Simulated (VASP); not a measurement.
# FeNi (Tetrataenite): accuracy against cost in the k-mesh and SCF threshold, part 3 of 3

Aim: find how far the k-mesh and SCF threshold must be pushed for FeNi (Tetrataenite), and what that costs. The atoms are off their equilibrium sites, so that forces can be compared too. The series runs use LDA. The atoms of the start are displaced at random from the sites of a P4/mmm cell.

VASP 6.6.1; LDA, spin-polarised from a ferromagnetic start; plane waves and PAW (Fe, Ni).

Still holding for the runs below: The magnetic state follows from one typed start and may not be the lowest. The k-mesh is coarse for a metal.

So far. Step 11 (SCF threshold: EDIFF = 0.01): The series starts at -7.8693 eV an atom and -14.59 GPa, after 10 cycles in 36 s. Step 12 (SCF threshold: EDIFF = 0.001): Against the run before the energy moves by +1.31 meV an atom and the pressure by -6.87 GPa, after 12 cycles in 42 s.

**13. SCF threshold: EDIFF = 1E-04**

Contents of INCAR:

```
SYSTEM = FeNi
PREC = Accurate
ENCUT = 400
EDIFF = 1E-04
NELM = 100
ISMEAR = -1
SIGMA = 0.05
LREAL = .FALSE.
ALGO = Normal
GGA = CA
NBANDS = 19
ISPIN = 2
MAGMOM = 3 1
LASPH = .TRUE.
LMAXMIX = 4
LORBIT = 11
LWAVE = .FALSE.
LCHARG = .FALSE.
KPAR = 2
ISIF = 2
```

Contents of POSCAR:

```
FeNi
1.0
    2.5330000000      0.0000000000      0.0000000000
    0.0000000000      2.5330000000      0.0000000000
    0.0000000000      0.0000000000      3.5820000000
Fe Ni
1 1
Direct
    0.0003430000     -0.0108140000      0.0032510000
    0.5034410000      0.4928870000      0.5119550000
```

Contents of KPOINTS:

```
Automatic mesh
0
Gamma
9 9 6
0 0 0
```

The projector-augmented-wave data sets are Fe and Ni (PBE family, release 64).

On the command line:

```
mpirun -np 2 vasp_std
```

The log of the run:

```text
[... set-up lines as in an earlier step ...]
 entering main loop
       N       E                     dE             d eps       ncg     rms          rms(c)
[... 4 cycles as in an earlier step ...]
DAV:   5    -0.184031054013E+02   -0.73634E-03   -0.73630E-03 20840   0.650E-01    0.160E+01
DAV:   6    -0.165234353081E+02    0.18797E+01   -0.11602E+01 20102   0.696E+01    0.114E+01
DAV:   7    -0.175315801822E+02   -0.10081E+01   -0.69041E+00 23661   0.642E+01    0.229E+01
DAV:   8    -0.157708583914E+02    0.17607E+01   -0.39212E+00 23966   0.447E+01    0.389E+00
DAV:   9    -0.157531051869E+02    0.17753E-01   -0.11471E-01 26235   0.483E+00    0.173E+00
DAV:  10    -0.157435208722E+02    0.95843E-02   -0.89040E-03 29919   0.172E+00    0.688E-01
DAV:  11    -0.157406478828E+02    0.28730E-02   -0.11028E-03 25631   0.732E-01    0.241E-01
DAV:  12    -0.157406057985E+02    0.42084E-04   -0.49418E-04 15885   0.317E-01
   1 F= -.15740606E+02 E0= -.15735955E+02  d E =-.930217E-02  mag=     3.1717
```

Run time: 43 s. Hardware: 2 MPI ranks of AMD EPYC 7R43, shared host; peak memory 0.37 GiB; 81 s of CPU time.

OUTCAR, selected parts (step 13):

```text
  Total       -3.1504597     -3.1506710     -2.8063617      0.0005499      0.0063453      0.0051798
  in kB     -219.6284288   -219.6431577   -195.6402740      0.0383343      0.4423489      0.3610985
  external PRESSURE =    -211.6372868 kB  Pullay stress =       0.0000000 kB

 POSITION                                       TOTAL-FORCE (eV/Angst)
 -----------------------------------------------------------------------------------
      0.00087      2.50561      0.01165         0.026427      0.032357      0.192315
      1.27522      1.24848      1.83382        -0.026427     -0.032357     -0.192315
 -----------------------------------------------------------------------------------
    total drift:                                0.000408     -0.000117     -0.000170

  FREE ENERGIE OF THE ION-ELECTRON SYSTEM (eV)
  ---------------------------------------------------
  free  energy   TOTEN  =       -15.7406057985 eV

  energy  without entropy=      -15.7313036242  energy(sigma->0) =      -15.73595471

[... 3 parts as in an earlier step ...]

[... 1 further part left out ...]
[key lines of the parts left out:]
E-fermi :   6.9305
```

Against the run before the energy moves by -0.01 meV an atom and the pressure by +0.30 GPa, after 12 cycles in 43 s.

**14. SCF threshold: EDIFF = 1E-05**

INCAR: that of step 13 with these lines changed.

```diff
@@ -3,3 +3,3 @@
 ENCUT = 400
-EDIFF = 1E-04
+EDIFF = 1E-05
 NELM = 100
```

POSCAR is that of step 13.

KPOINTS is that of step 13.

On the command line:

```
mpirun -np 2 vasp_std
```

The log of the run:

```text
[... set-up lines as in an earlier step ...]
 entering main loop
       N       E                     dE             d eps       ncg     rms          rms(c)
[... 10 cycles as in an earlier step ...]
DAV:  11    -0.157406621467E+02    0.28587E-02   -0.12454E-03 29874   0.732E-01    0.241E-01
DAV:  12    -0.157406101101E+02    0.52037E-04   -0.36504E-04 25578   0.293E-01    0.861E-02
DAV:  13    -0.157406376195E+02   -0.27509E-04   -0.41105E-05 19234   0.121E-01    0.382E-02
DAV:  14    -0.157406406852E+02   -0.30657E-05   -0.28736E-06 10763   0.322E-02
   1 F= -.15740641E+02 E0= -.15736037E+02  d E =-.920776E-02  mag=     3.1756
```

It took 48 s on 2 MPI ranks; peak memory 0.36 GiB.

OUTCAR, selected parts (step 14):

```text
  Total       -2.9370626     -2.9373002     -2.5887076      0.0005767      0.0063341      0.0051603
  in kB     -204.7518483   -204.7684122   -180.4669239      0.0402051      0.4415717      0.3597432
  external PRESSURE =    -196.6623948 kB  Pullay stress =       0.0000000 kB

 POSITION                                       TOTAL-FORCE (eV/Angst)
 -----------------------------------------------------------------------------------
      0.00087      2.50561      0.01165         0.026460      0.032410      0.191820
      1.27522      1.24848      1.83382        -0.026460     -0.032410     -0.191820
 -----------------------------------------------------------------------------------
    total drift:                                0.000383     -0.000175      0.000098

  FREE ENERGIE OF THE ION-ELECTRON SYSTEM (eV)
  ---------------------------------------------------
  free  energy   TOTEN  =       -15.7406406852 eV

  energy  without entropy=      -15.7314329232  energy(sigma->0) =      -15.73603680

 magnetization (x)
# of ion       s       p       d       tot
------------------------------------------
    1       -0.001  -0.011   2.562   2.550
    2       -0.024  -0.046   0.676   0.607
--------------------------------------------------
tot         -0.025  -0.057   3.238   3.157

[... 2 parts as in an earlier step ...]

[... 1 further part left out ...]
[key lines of the parts left out:]
E-fermi :   6.9301
```

Against the run before the energy moves by -0.04 meV an atom and the pressure by +1.50 GPa, after 14 cycles in 48 s.

**15. SCF threshold: EDIFF = 1E-06**

INCAR: that of step 14 with these lines changed.

```diff
@@ -3,3 +3,3 @@
 ENCUT = 400
-EDIFF = 1E-05
+EDIFF = 1E-06
 NELM = 100
```

POSCAR is that of step 14.

KPOINTS is that of step 14.

On the command line:

```
mpirun -np 2 vasp_std
```

The log of the run:

```text
[... set-up lines as in an earlier step ...]
 entering main loop
       N       E                     dE             d eps       ncg     rms          rms(c)
[... 11 cycles as in an earlier step ...]
DAV:  12    -0.157406103585E+02    0.51788E-04   -0.36752E-04 26738   0.293E-01    0.861E-02
DAV:  13    -0.157406376734E+02   -0.27315E-04   -0.39180E-05 23011   0.119E-01    0.379E-02
DAV:  14    -0.157406407601E+02   -0.30867E-05   -0.28632E-06 17221   0.322E-02    0.172E-02
DAV:  15    -0.157406412114E+02   -0.45131E-06   -0.56838E-07 10929   0.106E-02
   1 F= -.15740641E+02 E0= -.15736041E+02  d E =-.920010E-02  mag=     3.1761
```

Elapsed: 52 s, on 2 MPI ranks; peak memory 0.36 GiB; 100 s of CPU time.

Parts of OUTCAR (step 15):

```text
  Total       -2.9235505     -2.9237992     -2.5743820      0.0005779      0.0063309      0.0051580
  in kB     -203.8098744   -203.8272124   -179.4682407      0.0402907      0.4413504      0.3595769
  external PRESSURE =    -195.7017758 kB  Pullay stress =       0.0000000 kB

 POSITION                                       TOTAL-FORCE (eV/Angst)
 -----------------------------------------------------------------------------------
      0.00087      2.50561      0.01165         0.026470      0.032418      0.191870
      1.27522      1.24848      1.83382        -0.026470     -0.032418     -0.191870
 -----------------------------------------------------------------------------------
    total drift:                                0.000379     -0.000180      0.000097

  FREE ENERGIE OF THE ION-ELECTRON SYSTEM (eV)
  ---------------------------------------------------
  free  energy   TOTEN  =       -15.7406412114 eV

  energy  without entropy=      -15.7314411113  energy(sigma->0) =      -15.73604116

 magnetization (x)
# of ion       s       p       d       tot
------------------------------------------
    1       -0.001  -0.011   2.562   2.550
    2       -0.024  -0.046   0.676   0.607
--------------------------------------------------
tot         -0.025  -0.057   3.239   3.157

[... 2 parts as in an earlier step ...]

[... 1 further part left out ...]
[key lines of the parts left out:]
E-fermi :   6.9306
```

Against the run before the energy stays within 0.01 meV an atom; the pressure moves by +0.10 GPa, after 15 cycles in 52 s.

**16. SCF threshold: EDIFF = 1E-08**

INCAR: that of step 15 with these lines changed.

```diff
@@ -3,3 +3,3 @@
 ENCUT = 400
-EDIFF = 1E-06
+EDIFF = 1E-08
 NELM = 100
```

POSCAR is that of step 15.

KPOINTS is that of step 15.

On the command line:

```
mpirun -np 2 vasp_std
```

The log of the run:

```text
[... set-up lines as in an earlier step ...]
 entering main loop
       N       E                     dE             d eps       ncg     rms          rms(c)
[... 13 cycles as in an earlier step ...]
DAV:  14    -0.157406407909E+02   -0.31176E-05   -0.31721E-06 27364   0.322E-02    0.171E-02
DAV:  15    -0.157406412321E+02   -0.44116E-06   -0.39968E-07 26719   0.101E-02    0.105E-02
DAV:  16    -0.157406409091E+02    0.32302E-06   -0.38590E-07 25611   0.181E-02    0.209E-03
DAV:  17    -0.157406408950E+02    0.14049E-07   -0.44126E-08 18469   0.498E-03    0.709E-04
DAV:  18    -0.157406408931E+02    0.18940E-08   -0.12238E-08 11884   0.133E-03
   1 F= -.15740641E+02 E0= -.15736044E+02  d E =-.919298E-02  mag=     3.1764
```

Wall time 61 s (2 MPI ranks); peak memory 0.36 GiB; 2 min of CPU time.

OUTCAR, selected parts (step 16):

```text
  Total       -2.9395044     -2.9397504     -2.5903908      0.0005778      0.0063327      0.0051605
  in kB     -204.9220737   -204.9392178   -180.5842675      0.0402823      0.4414730      0.3597529
  external PRESSURE =    -196.8151863 kB  Pullay stress =       0.0000000 kB

 POSITION                                       TOTAL-FORCE (eV/Angst)
 -----------------------------------------------------------------------------------
      0.00087      2.50561      0.01165         0.026467      0.032417      0.191942
      1.27522      1.24848      1.83382        -0.026467     -0.032417     -0.191942
 -----------------------------------------------------------------------------------
    total drift:                                0.000386     -0.000166      0.000205

  FREE ENERGIE OF THE ION-ELECTRON SYSTEM (eV)
  ---------------------------------------------------
  free  energy   TOTEN  =       -15.7406408931 eV

  energy  without entropy=      -15.7314479162  energy(sigma->0) =      -15.73604440

[... 3 parts as in an earlier step ...]

[... 1 further part left out ...]
[key lines of the parts left out:]
E-fermi :   6.9305
```

Against the run before the energy stays within 0.01 meV an atom; the pressure moves by -0.11 GPa, after 18 cycles in 61 s.

**17. The SCF threshold series as a table**

This step: convergence of LDA results with the threshold; plane waves and PAW (VASP 6.6.1).

This step runs nothing: it gathers the runs above.

Differences are taken from the run with EDIFF = 1E-08. Results of the series, by row:

| setting | status | energy less the reference (meV/atom) | pressure (GPa) | largest force difference (meV/Å) | moment (μB) | SCF cycles | wall time (s) |
| --- | --- | --- | --- | --- | --- | --- | --- |
| EDIFF = 0.01 | converged | -1.256 | -14.59 | 3.693 | 3.2 | 10 | 36 |
| EDIFF = 0.001 | converged | 0.0536 | -21.46 | 0.792 | 3.171 | 12 | 42 |
| EDIFF = 1E-04 | converged | 0.04485 | -21.16 | 0.373 | 3.172 | 12 | 43 |
| EDIFF = 1E-05 | converged | 0.0038 | -19.67 | 0.122 | 3.176 | 14 | 48 |
| EDIFF = 1E-06 | converged | 0.00162 | -19.57 | 0.072 | 3.176 | 15 | 52 |
| EDIFF = 1E-08 | converged | 0 | -19.68 | 0 | 3.176 | 18 | 61 |

**18. What came out**

```json
{"k-mesh from which the energy stays within 10 meV/atom of the reference": "3 3 2", "k-mesh from which the energy stays within 1 meV/atom of the reference": "none before the reference itself", "k-mesh from which the pressure stays within 0.2 GPa of the reference": "13 13 9", "spread of the pressure over the k-mesh": "4.21 GPa", "spread of the energy over the k-mesh": "8.28 meV/atom", "SCF threshold from which the energy stays within 10 meV/atom of the reference": "EDIFF = 0.01", "SCF threshold from which the energy stays within 1 meV/atom of the reference": "EDIFF = 0.001", "SCF threshold from which the pressure stays within 0.2 GPa of the reference": "EDIFF = 1E-05", "spread of the pressure over the SCF threshold": "6.87 GPa", "spread of the energy over the SCF threshold": "1.31 meV/atom"}
```

No run before the reference (16 16 11) settles within 1 meV an atom of it; the nearest step is off by -1.6 meV an atom, -0.09 GPa, 0.1 meV/Å in forces. The pressure holds within 0.2 GPa from 13 13 9 on. The energy swings above and below the reference, since the sum over k-points is not variational. A metal's Fermi surface slows this convergence. From EDIFF = 0.001 on, the energy stays within 1 meV an atom of the reference, at 69 % of its time. The pressure holds within 0.2 GPa from EDIFF = 1E-05 on. The loosest stop saves 8 of 18 cycles and costs -1.3 meV an atom, +5.09 GPa, 3.7 meV/Å in forces. Differences are taken from the run with 16 16 11, which is itself not the exact limit. The run at 3 3 2 is over 30 meV an atom or 2 GPa off and describes the material poorly.

[Lines on the potential files, build, host, timing and source positions are cut from VASP's logs without a mark.]

[Logs are printed without paths, hosts, clocks, repeated set-up lines and the standing remarks that a program may print on its own settings, such as how far it seeks lower states.]

[Hosts, paths, dates, database ids (printed as entryN), source tags and the programs' standing remarks are cut or masked in the printed files.]

[A measured line is paired with the nearest computed mode of its activity, which favours agreement.]

[In band tables of VASP the shares of atoms and orbitals are scaled to a sum of 1 inside the atoms' spheres.]
